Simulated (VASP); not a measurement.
An input for Quantum ESPRESSO's pw.x (written as the equivalent of a VASP run, and not itself run):

```
&CONTROL
  calculation = 'scf'
  pseudo_dir = './pseudo'
  outdir = './out'
  tprnfor = .true.
  tstress = .true.
/
&SYSTEM
  ibrav = 0
  nat = 3
  ntyp = 2
  ecutwfc = 74
  occupations = 'smearing'
  smearing = 'gaussian'
  degauss = 0.003675
  input_dft = 'pbe'
/
&ELECTRONS
  conv_thr = 7.3e-09
  electron_maxstep = 100
/
ATOMIC_SPECIES
  Li 6.940 Li.upf
  S 32.060 S.upf
CELL_PARAMETERS angstrom
     0.0000000    2.8548366    2.8548366
     2.8548366   -0.0000000    2.8548366
     2.8548366    2.8548366   -0.0000000
ATOMIC_POSITIONS crystal
  Li   0.2500000  0.2500000  0.2500000
  Li   0.7500000  0.7500000  0.7500000
  S    0.0000000  1.0000000  0.0000000
K_POINTS automatic
  6 6 6 0 0 0
```

Problem. Write the VASP files for the same calculation (PBE).

Solution. Several could match; the one computed here: 
### KPOINTS
```
Automatic mesh
0
Gamma
6 6 6
0 0 0
```

File POSCAR:
```
Li2S
1
    0.0000000000     2.8548365997     2.8548365997
    2.8548365997    -0.0000000000     2.8548365997
    2.8548365997     2.8548365997    -0.0000000000
Li S
2 1
Direct
  0.2500000000   0.2500000000   0.2500000000
  0.7500000000   0.7500000000   0.7500000000
  0.0000000000   1.0000000000   0.0000000000
```

**INCAR**
```
SYSTEM = Li2S
PREC = Accurate; ENCUT = 600; LREAL = F
LASPH = T
EDIFF = 1E-7; NELM = 100; ALGO = Normal
ISMEAR = 0; SIGMA = 0.05
GGA = PE
ISIF = 2
LWAVE = F; LCHARG = F
```

POTCAR, in this order: Li_sv S (PBE.64 set). Program: vasp_std.

Limits of the translation: the potentials are each code's own (VASP's PAW set, PseudoDojo norm-conserving files in pw.x), so ENCUT and ecutwfc are chosen apart and not converted; conv_thr bounds pw.x's estimated SCF error, while EDIFF bounds the energy change between steps.

The compound is Li2S in the antifluorite structure. It was relaxed first.
